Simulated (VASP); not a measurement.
Consider the following.

```xyz
2
Lattice="1.3725 -2.3772 0.0000 1.3725 2.3772 0.0000 0.0000 0.0000 4.3974" Properties=species:S:1:pos:R:3 pbc="T T T"
Tc     1.3725     0.7924     1.0994
Tc     1.3725    -0.7924     3.2981
```

Method: PBE GGA, VASP's PBE PAW potentials (set 64) (plane waves; VASP 6.6.1). Run with 400 eV cut-off, Gaussian smearing of 0.050 eV, potentials Tc_pv.

Problem. Estimate the band gap (along the path) with the smallest direct gap where there is one.

Solution. 
| Quantity | Result |
|---|---|
| band gap (along the path) | none (metal, semimetal or under 0.01 eV) |

Only differences to runs with the same potentials and settings are physical.

The compound is Tc in the hcp structure. It was relaxed first.
